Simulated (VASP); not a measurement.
Here is the system:

```xyz
2
Lattice="0.0000 2.9737 2.9737 2.9737 0.0000 2.9737 2.9737 2.9737 0.0000" Properties=species:S:1:pos:R:3 pbc="T T T"
Ag     0.0000     0.0000     0.0000
I      1.4868     1.4868     1.4868
```

Calculation: PBE GGA, VASP's PBE PAW potentials (set 64) (plane waves; VASP). Run with 500 eV cut-off, 8×8×8 Γ-centred mesh, Gaussian smearing of 0.050 eV, potentials Ag I.

Unless said otherwise, spin-orbit coupling is left out, though it shifts the bands of the heavy elements here.

Q: Estimate the energy per atom (σ→0), pressure, band gap (on the k-mesh) with the smallest direct gap where there is one.

A: 
| Property | Value |
|---|---|
| band gap (on the k-mesh) | 1.38 eV |
| smallest direct gap (on the k-mesh) | 1.38 eV |
| energy per atom (σ→0) | -1.948 eV/atom |
| pressure | 20.02 GPa |

The absolute energy has meaning only against runs of the same code, potentials and settings.

The compound is AgI in the zinc blende structure, whereas wurtzite is the usual form. It was relaxed first under an external pressure of 20 GPa.
